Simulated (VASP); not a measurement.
Nb₃Sn (A15) relaxed at rising pressure, in one space group throughout; other phases were not tried. The pressures are those reached. All values below come from LDA (Ceperley-Alder, Perdew-Zunger), VASP's LDA PAW potentials (set 64) (plane waves; VASP).

```
P (GPa)  V (Å³/atom)  k-mesh
-------  -----------  ------
-0.01         17.780   6×6×6
4.88          17.341   6×6×6
9.86          16.944   6×6×6
19.91         16.262   6×6×6
29.92         15.697   6×6×6
```

Task: Fit an equation of state and predict the volume at 45.09 GPa.

Result: Least squares on the third-order Birch-Murnaghan form, P = (3B0/2)(y⁷ − y⁵)[1 + (3/4)(B′ − 4)(y² − 1)] with y = (V0/V)^(1/3), gives V0 = 17.779 Å³/atom, B0 = 186 GPa and B′ = 4.1, and so 14.991 Å³/atom. The run gave 14.992 Å³/atom, +0.0 % from the fit.

Pressures at which the relaxation failed are left out.

The compound is Nb3Sn in the A15 structure.
